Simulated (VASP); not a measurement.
# Sc3SiSn (P1) in VASP: single point with r2SCAN

Aim: the single point of Sc3SiSn with r2SCAN.

Program: VASP 6.6.1. These are calculated values, not measurements. Logs are shortened: lines on timing, memory, paths and dates and some standing lists are left out, and cuts for length are marked.

## 1. The crystal as given

The typed cell holds 5 atoms: a = 4.712 Å, b = 4.611 Å, c = 4.827 Å, α = 91.08°, β = 89.80°, γ = 90.10°.

The cell was built by a generator and needn't be a form met in nature.

## 2. Single point, r2SCAN

File POSCAR:

```
Sc3SiSn
1.0
    4.7116070100     -0.0038940400      0.0083253700
   -0.0038940400      4.6104465800     -0.0446086100
    0.0083253700     -0.0446086100      4.8271359900
Sc Sn Si
3 1 1
Direct
    0.0152210000      0.4967180000      0.5018730000
    0.4952910000      0.0009000000      0.5180800000
    0.5041510000      0.5027140000      0.0122480000
    0.9842400000      0.9929190000      0.0048800000
    0.4979540000      0.4974310000      0.5038400000
```

File INCAR.step1:

```
PREC = Accurate
ENCUT = 520
ISMEAR = -5
SIGMA = 0.0613
LREAL = F
LASPH = T
NELM = 100
LMAXMIX = 4
GGA = PE
ALGO = Normal
EDIFF = 1E-4
LWAVE = T
LCHARG = F
```

File INCAR.step2:

```
PREC = Accurate
ENCUT = 520
EDIFF = 1E-6
ISMEAR = 1
SIGMA = 0.0613
LREAL = F
LASPH = T
NELM = 100
ALGO = Normal
ISIF = 2
LWAVE = F
LCHARG = F
LMAXMIX = 4
METAGGA = R2SCAN
LMIXTAU = T
LORBIT = 10
ISTART = 1
```

File KPOINTS:

```
Automatic mesh
0
Gamma
  4 4 4
  0.5 0 0.5
```

Potentials or basis: VASP PAW PBE potentials, release 64 (Sc_sv, Sn_d, Si).

The run is started by

```console
$ cat potpaw_PBE.64/Sc_sv/POTCAR potpaw_PBE.64/Sn_d/POTCAR potpaw_PBE.64/Si/POTCAR > POTCAR
$ cp INCAR.step1 INCAR
$ mpirun -np 1 vasp_std > vasp.out
$ cp INCAR.step2 INCAR
$ mpirun -np 1 vasp_std > vasp.out
```

OUTCAR:

```text
PREC = Accurate
   ENCUT = 520
   EDIFF = 1E-6
   ISMEAR = 1
   LREAL = F
   LASPH = T
   NELM = 100
   ISIF = 2
   METAGGA = R2SCAN
   LORBIT = 10
   ISTART = 1

 ion  position               nearest neighbor table
   1  0.015  0.497  0.502-   5 2.27   5 2.44   2 3.22   2 3.24   3 3.30   4 3.31   4 3.31   2 3.35
                             4 3.35   3 3.38   2 3.38   3 3.38   4 3.39
   2  0.495  0.001  0.518-   5 2.29   5 2.32   1 3.22   1 3.24   3 3.29   4 3.30   3 3.32   3 3.34
                             1 3.35   4 3.36   4 3.38   1 3.38   3 3.40   4 3.46
   3  0.504  0.503  0.012-   5 2.37   5 2.45   4 3.20   4 3.26   2 3.29   1 3.30   2 3.32   4 3.34
                             2 3.34   1 3.38   1 3.38   4 3.39   2 3.40
   4  0.984  0.993  0.005-   3 3.20   3 3.26   2 3.30   1 3.31   1 3.31   3 3.34   1 3.35   2 3.36
                             2 3.38   3 3.39   1 3.39   2 3.46
   5  0.498  0.497  0.504-   1 2.27   2 2.29   2 2.32   3 2.37   1 2.44   3 2.45

  LATTYP: Found a triclinic cell.
 ALAT       =     4.8273492836
 B/A-ratio  =     0.9551129937
 C/A-ratio  =     0.9760254951
 COS(alpha) =     0.0016881042
 COS(beta)  =     0.0034991698
 COS(gamma) =     0.0189164962

  Lattice vectors:

 A1 = (   0.0083253700,  -0.0446086100,   4.8271359900)
 A2 = (   0.0038940400,  -4.6104465800,   0.0446086100)
 A3 = (   4.7116070100,  -0.0038940400,   0.0083253700)

Analysis of symmetry for initial positions (statically):
=====================================================================
 Subroutine PRICEL returns:
 Original cell was already a primitive cell.

 Routine SETGRP: Setting up the symmetry group for a
 triclinic supercell.

 Subroutine GETGRP returns: Found  1 space group operations
 (whereof  1 operations were pure point group operations)
 out of a pool of  2 trial point group operations.

The static configuration has the point symmetry C_1 .

Analysis of symmetry for dynamics (positions and initial velocities):
=====================================================================
 Subroutine PRICEL returns:
 Original cell was already a primitive cell.

 Routine SETGRP: Setting up the symmetry group for a
 triclinic supercell.

 Subroutine GETGRP returns: Found  1 space group operations
 (whereof  1 operations were pure point group operations)
 out of a pool of  2 trial point group operations.

The dynamic configuration has the point symmetry C_1 .
[... 114 lines left out ...]
   TEBEG  =    0.0;   TEEND  =   0.0 temperature during run
   PSTRESS=    0.0 pullay stress
   NELECT =      51.0000    total number of electrons
   NUPDOWN=      -1.0000    fix difference up-down
   EMIN   =  10.00;   EMAX   =-10.00  energy-range for DOS
   EFERMI =   0.00;   METHOD = LEGACY
   ISMEAR =     1;   SIGMA  =   0.06  broadening in eV -4-tet -1-fermi 0-gaus
   EFERMI_NEDOS =   21; number of points for ismear=-14 and -15
   IALGO  =     38    algorithm
   IMIX   =      4    mixing-type and parameters
     AMIX     =   0.40;   BMIX     =  1.00
     AMIX_MAG =   1.60;   BMIX_MAG =  1.00
  volume/ion in A,a.u.               =      20.97       141.51
  Fermi-wavevector in a.u.,A,eV,Ry     =   1.287492  2.433007 22.553499  1.657635
  Thomas-Fermi vector in A             =   2.419503
   LORBIT       =     10    0 simple, 1 ext, 2 COOP (PROOUT), +10 PAW based schemes
   METAGGA = R2SCAN    functional components
   LHFCALC =     F    Hartree Fock is set to
   AEXX    =    0.0000 exact exchange contribution
   IVDW    =     0    specifies the selected vdW correction
   LEPSILON=     F    determine dielectric tensor
   LRPA    =     F    only Hartree local field effects (RPA)
 non-spin polarized calculation
 Methfessel and Paxton  Order N= 1 SIGMA  =   0.06
  energy-cutoff  :      520.00
  volume of cell :      104.85
 maximum number of plane-waves:      2838
   NGX = 17   NGY = 17   NGZ = 17

 number of electron      50.9999996 magnetization

 Free energy of the ion-electron system (eV)
  ---------------------------------------------------
  ext. energy  EPLUGINS =         0.00000000
  ---------------------------------------------------
  free energy    TOTEN  =       -69.04570591 eV

  energy without entropy =      -69.04334787  energy(sigma->0) =      -69.04491990

 E-fermi :   6.2919     XC(G=0): -11.1742

 val. band max:        6.0768154010   @ k =  -0.1250   0.5000   0.1250
 cond. band min:       6.2946040861   @ k =  -0.3750  -0.2500   0.1250
 fundamental gap:      0.2177886852
 Fermi energy:         6.2919324115

 k-point     1 :       0.1250    0.0000    0.1250
  band No.  band energies     occupation
      1     -45.2696      2.00000
      2     -45.1710      2.00000
      3     -45.0798      2.00000
      4     -23.0893      2.00000
      5     -23.0784      2.00000
      6     -23.0519      2.00000
[... 781 lines left out ...]
     29       7.6358      0.00000
     30       8.0111      0.00000

 [... further k-points ...]

------------------------ aborting loop because EDIFF is reached ----------------------------------------

  FORCE on cell =-STRESS in cart. coord.  units (eV):
  Direction    XX          YY          ZZ          XY          YZ          ZX
  --------------------------------------------------------------------------------------
  -------------------------------------------------------------------------------------
  Total        9.5670843     13.1773103      5.2170968      0.0707326      0.3796935     -0.0761180
  in kB      146.1938294    201.3613972     79.7220284      1.0808583      5.8020660     -1.1631527
  external PRESSURE =     142.4257517 kB  Pullay stress =       0.0000000 kB

 VOLUME and BASIS-vectors are now :
 -----------------------------------------------------------------------------
  energy-cutoff  :      520.00
  volume of cell :      104.85
      direct lattice vectors                 reciprocal lattice vectors
     4.711607010 -0.003894040  0.008325370     0.212242599  0.000175737 -0.000364431
    -0.003894040  4.610446580 -0.044608610     0.000175737  0.216918269  0.002004286
     0.008325370 -0.044608610  4.827135990    -0.000364431  0.002004286  0.207181327

 POSITION                                       TOTAL-FORCE (eV/Angst)
 -----------------------------------------------------------------------------------
      0.07396      2.26764      2.40058        -2.082795      0.048705      0.160149
      2.33793     -0.02089      2.50493         0.179508     -0.407819     -0.084259
      2.37351      2.31523      0.04089        -0.081518     -0.083010     -0.774532
      4.63353      4.57375     -0.01254         0.238905      0.101766      0.023223
      2.34842      2.26896      2.41406         1.745901      0.340358      0.675418
 -----------------------------------------------------------------------------------
    total drift:                               -0.002811      0.000266     -0.007380

  FREE ENERGIE OF THE ION-ELECTRON SYSTEM (eV)
  ---------------------------------------------------
  free  energy   TOTEN  =       -69.0457059077 eV

  energy  without entropy=      -69.0433478701  energy(sigma->0) =      -69.04491990

 total charge

# of ion       s       p       d       tot
------------------------------------------
    1        2.215   6.183   1.210   9.608
    2        2.227   6.193   1.251   9.671
    3        2.202   6.169   1.158   9.530
    4        1.083   1.307   9.931  12.320
    5        0.852   1.204   0.000   2.056
--------------------------------------------------
tot          8.579  21.055  13.550  43.184
```

Run time: 2.9 min. Hardware: 1 thread of Intel Xeon Platinum 8488C (Sapphire Rapids), shared host; peak memory 0.28 GiB.

What came out:

| Property | Result |
| --- | --- |
| Free energy | -69.0457 eV |
| Pressure | 14.2 GPa |
| Largest force | 2.090 eV/Å |
| Band gap on the k mesh | none (metal or under the smearing width) |
| Valence electrons inside the program's atomic spheres | Sc 9.61, 9.67, 9.53; Sn 12.32; Si 2.06 |

Forces in eV/Å, atoms in the order of the input:
```
Sc  -2.083  0.049  0.160
Sc   0.180 -0.408 -0.084
Sc  -0.082 -0.083 -0.775
Sn   0.239  0.102  0.023
Si   1.746  0.340  0.675
```

Caveat: the PAW data sets were made with another functional, which shifts forces and pressure a little.
